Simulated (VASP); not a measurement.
Computed with LDA (Ceperley-Alder, Perdew-Zunger), VASP's LDA PAW potentials (set 64) (plane waves; VASP 6.6.1).

VASP ran on this input.

### KPOINTS
```
kpoints
0
Gamma
 10 9 19
```

### POSCAR
```
FeP2
1
    4.8903216198    -0.0000000000     0.0000000000
   -0.0000000000     5.5453056365     0.0000000000
    0.0000000000     0.0000000000     2.6706031779
Fe P
2 4
Direct
  0.5000000000   0.5000000000   0.5000000000
  0.0000000000   0.0000000000   0.0000000000
  0.3280847021   0.8667870972   0.5000000000
  0.6719152979   0.1332129028   0.5000000000
  0.8280847021   0.6332129028   0.0000000000
  0.1719152979   0.3667870972   0.0000000000
```

### INCAR
```
! general
SYSTEM   =  FeP2
PREC     =  Accurate
ENCUT    =  400
LREAL    =  .False.
LASPH    =  .True.
NBANDS   =  66

! electronic loop
EDIFF    =  1E-7
NELM     =  100
ALGO     =  Normal   ! blocked Davidson
LMAXMIX  =  4

! smearing
ISMEAR   =  0   ! Gaussian
SIGMA    =  0.01

! output
LWAVE    =  .False.
LCHARG   =  .False.
NEDOS    =  1001   ! DOS grid

! other
LOPTICS  =  .True.
CSHIFT   =  0.1
```

POTCAR, in this order: Fe P (LDA.64 set). Program: vasp_std.

Output of the run:

File OUTCAR:
```
 ion  position               nearest neighbor table
   1  0.500  0.500  0.500-   3 2.20   4 2.20   5 2.21   6 2.21   5 2.21   6 2.21
   2  0.000  0.000  0.000-   5 2.20   6 2.20   3 2.21   4 2.21   3 2.21   4 2.21
   3  0.328  0.867  0.500-   1 2.20   2 2.21   2 2.21   4 2.24
   4  0.672  0.133  0.500-   1 2.20   2 2.21   2 2.21   3 2.24
   5  0.828  0.633  0.000-   2 2.20   1 2.21   1 2.21   6 2.24
   6  0.172  0.367  0.000-   2 2.20   1 2.21   1 2.21   5 2.24
  LATTYP: Found a simple orthorhombic cell.
 ALAT       =     2.6706031779
 B/A-ratio  =     1.8311674532
 C/A-ratio  =     2.0764244132
 Subroutine PRICEL returns:
 Original cell was already a primitive cell.
 Subroutine GETGRP returns: Found  8 space group operations
The static configuration has the point symmetry C_2h.
 The point group associated with its full space group is D_2h.
The dynamic configuration has the point symmetry C_2h.
 Subroutine INISYM returns: Found  8 space group operations
 Subroutine IBZKPT returns following result:
 Found    300 irreducible k-points:

 Following reciprocal coordinates:
            Coordinates               Weight
  0.000000  0.000000  0.000000      1.000000
  0.100000  0.000000  0.000000      2.000000
...
```

OSZICAR:
```
       N       E                     dE             d eps       ncg     rms          rms(c)
DAV:   1     0.203467769256E+03    0.20347E+03   -0.99577E+03 41052   0.469E+02
DAV:   2    -0.274952583672E+02   -0.23096E+03   -0.19995E+03 41440   0.146E+02
DAV:   3    -0.505154893541E+02   -0.23020E+02   -0.21315E+02 45250   0.464E+01
DAV:   4    -0.510995346486E+02   -0.58405E+00   -0.58064E+00 48088   0.775E+00
DAV:   5    -0.511067362642E+02   -0.72016E-02   -0.71998E-02 47696   0.883E-01    0.269E+01
DAV:   6    -0.603655169234E+02   -0.92588E+01   -0.14256E+01 51364   0.564E+01    0.344E+01
DAV:   7    -0.476810230612E+02    0.12684E+02   -0.18559E+01 53694   0.522E+01    0.867E+00
DAV:   8    -0.472413909689E+02    0.43963E+00   -0.31173E-01 61542   0.415E+00    0.346E+00
DAV:   9    -0.471628785681E+02    0.78512E-01   -0.75490E-02 62790   0.237E+00    0.128E+00
DAV:  10    -0.471618463767E+02    0.10322E-02   -0.90799E-03 45446   0.277E-01    0.371E-01
DAV:  11    -0.471617461133E+02    0.10026E-03   -0.51608E-04 60750   0.214E-01    0.149E-01
DAV:  12    -0.471617082881E+02    0.37825E-04   -0.82462E-05 58454   0.961E-02    0.220E-02
DAV:  13    -0.471617075164E+02    0.77170E-06   -0.54810E-06 61126   0.126E-02    0.629E-03
DAV:  14    -0.471617073878E+02    0.12860E-06   -0.37436E-07 49966   0.252E-03    0.265E-03
DAV:  15    -0.471617073815E+02    0.63383E-08   -0.14506E-08 28216   0.715E-04
   1 F= -.47161707E+02 E0= -.47161707E+02  d E =-.104470E-21
 imaginary and real dielectric function
```

OUTCAR:
```
------------------------ aborting loop because EDIFF is reached ----------------------------------------
  FORCE on cell =-STRESS in cart. coord.  units (eV):
  Direction    XX          YY          ZZ          XY          YZ          ZX
  --------------------------------------------------------------------------------------
  Total       -0.0579016     -0.0644042     -0.0805237      0.0000000      0.0000000      0.0000000
  in kB       -1.2809408     -1.4247961     -1.7814015      0.0000000      0.0000000      0.0000000
  external PRESSURE =      -1.4957128 kB  Pullay stress =       0.0000000 kB
  volume of cell :       72.42
      direct lattice vectors                 reciprocal lattice vectors
     4.890321620  0.000000000  0.000000000     0.204485528  0.000000000  0.000000000
     0.000000000  5.545305637  0.000000000     0.000000000  0.180332711  0.000000000
     0.000000000  0.000000000  2.670603178     0.000000000  0.000000000  0.374447244
 POSITION                                       TOTAL-FORCE (eV/Angst)
 -----------------------------------------------------------------------------------
      2.44516      2.77265      1.33530         0.000000      0.000000      0.000000
      0.00000      0.00000      0.00000         0.000000      0.000000      0.000000
      1.60444      4.80660      1.33530         0.015282      0.004337      0.000000
      3.28588      0.73871      1.33530        -0.015282     -0.004337     -0.000000
      4.04960      3.51136      0.00000         0.015282     -0.004337      0.000000
      0.84072      2.03395      0.00000        -0.015282      0.004337     -0.000000
 -----------------------------------------------------------------------------------
    total drift:                               -0.000000     -0.000000     -0.000000
  FREE ENERGIE OF THE ION-ELECTRON SYSTEM (eV)
  ---------------------------------------------------
  free  energy   TOTEN  =       -47.1617073815 eV

  energy  without entropy=      -47.1617073815  energy(sigma->0) =      -47.16170738

 plasma frequency squared (from intraband transitions) (eV^2)
  --------------------------------------------------------------------------------------
       0.000       0.000       0.000
       0.000       0.000       0.000
       0.000       0.000       0.000

 plasma frequency squared (from interband transitions, int dw w eps(2)(w)) (eV^2)
  --------------------------------------------------------------------------------------
     522.692       0.000       0.000      -0.000       0.000       0.000
       0.000       0.000     521.629       0.000       0.000       0.000
       0.000       0.000       0.000       0.000     511.986       0.000
```
(Selected blocks of OUTCAR.)

The dielectric response may not be converged in the k-mesh; for small gaps it tends to come out too large.

The structure comes from a computed database's FeP2 entry (Pnnm); how it stands against other phases isn't given here. It was relaxed first. The run is not spin-polarised, so no magnetic state was tried.
